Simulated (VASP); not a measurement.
## SrZr2O3: relaxation of cell and atoms with PBE

The system is SrZr2O3.

```
Sr Zr O
1.0
    -1.70000    1.70000    7.50000
     1.70000   -1.70000    7.50000
     1.70000    1.70000   -7.50000
Sr Zr O
1 2 3
Direct
  0.00000 0.00000 0.00000
  0.66000 0.66000 0.00000
  0.34000 0.34000 0.00000
  0.50000 0.50000 0.00000
  0.83000 0.83000 0.00000
  0.17000 0.17000 0.00000
```

The cell was built by a generator and needn't be a form met in nature.

```
Program                : VASP 6.6.1
Task                   : relaxation of cell and atoms
Functional             : PBE
Potentials or basis    : VASP PAW PBE potentials, release 64 (Sr_sv, Zr_sv, O)
Cutoff                 : 520 eV
k mesh                 : 6 × 6 × 6
Occupations            : gaussian, width 0.15 eV
Spin                   : no spin polarisation
Further INCAR settings : PREC = Normal; ALGO = Fast; EDIFF = 0.0001; IBRION = 2; EDIFFG = -0.08; NSW = 24; ISIF = 3
```

```json
{"Relaxed volume": "13.72 Å³/atom", "Relaxed cell": "a = 7.658 Å, b = 7.658 Å, c = 7.658 Å, α = 154.64°, β = 154.64°, γ = 36.18°", "Space group after relaxing (to 0.05 Å)": "I4/mmm (No. 139)", "Energy gained by relaxing": "118.9 meV/atom", "Ionic steps": "10", "Pressure after relaxing": "0.7 GPa", "Largest force after relaxing": "0.066 eV/Å", "Band gap on the k mesh": "none (metal or under the smearing width)"}
```

Forces in eV/Å, atoms in the order of the input:
```
Sr   0.000  0.000  0.000
Zr   0.000  0.000  0.003
Zr   0.000  0.000 -0.003
O    0.000  0.000  0.000
O    0.000  0.000  0.066
O    0.000  0.000 -0.066
```

Step by step:
```tsv
step	energy change (eV)	largest force (eV/Å)	pressure (GPa)	volume (Å³)
1	0.0000	1.1983	-8.21	86.70
2	-0.3193	1.2668	7.22	77.70
3	-0.3353	1.3185	4.12	79.10
4	-0.5142	0.6815	4.64	79.39
5	-0.5164	0.5165	5.06	79.44
6	-0.6066	0.5373	-3.44	84.56
7	-0.6155	0.5501	-1.81	83.34
8	-0.6908	0.3152	-0.74	82.74
9	-0.6984	0.3416	0.00	82.47
10	-0.7135	0.0665	0.73	82.29
```

Final structure:
```
Sr Zr O
1.0
    -1.68117    1.68117    7.27907
     1.68117   -1.68117    7.27907
     1.68117    1.68117   -7.27907
Sr Zr O
1 2 3
Direct
  0.00000 0.00000 0.00000
  0.67781 0.67781 0.00000
  0.32219 0.32219 0.00000
  0.50000 0.50000 0.00000
  0.83276 0.83276 0.00000
  0.16724 0.16724 0.00000
```

Levels at points of the mesh, in eV from the Fermi level:
```
           k point  band 22  band 23  band 24  band 25  band 26  band 27  band 28  band 29  band 30  band 31
(0.00, 0.00, 0.00)    -4.68    -3.46    -3.46    -3.34    -1.56    -0.68    -0.30    -0.30     1.61     1.68
(0.50, 0.00, 0.00)    -5.64    -5.38    -5.05     0.11     0.30     1.30     1.35     1.41     1.53     3.34
(0.50, 0.50, 0.00)    -4.78    -3.62    -3.39    -2.94    -2.09     0.31     1.90     1.96     1.97     2.75
(0.50, 0.50, 0.50)    -5.17    -3.49    -3.49    -3.40    -1.36    -0.31     0.07     0.07     1.31     1.33
```

Run time: 7.5 min on 2 MPI ranks on Intel(R) Xeon(R) 6975P-C (Granite Rapids), with other jobs on the host, peak memory 0.39 GiB a rank.

Caveat: the k mesh is coarse (spacing up to 0.44 Å⁻¹), so the values aren't converged; the relaxation stopped at a loose force limit of 0.08 eV/Å, so its end isn't a converged minimum.
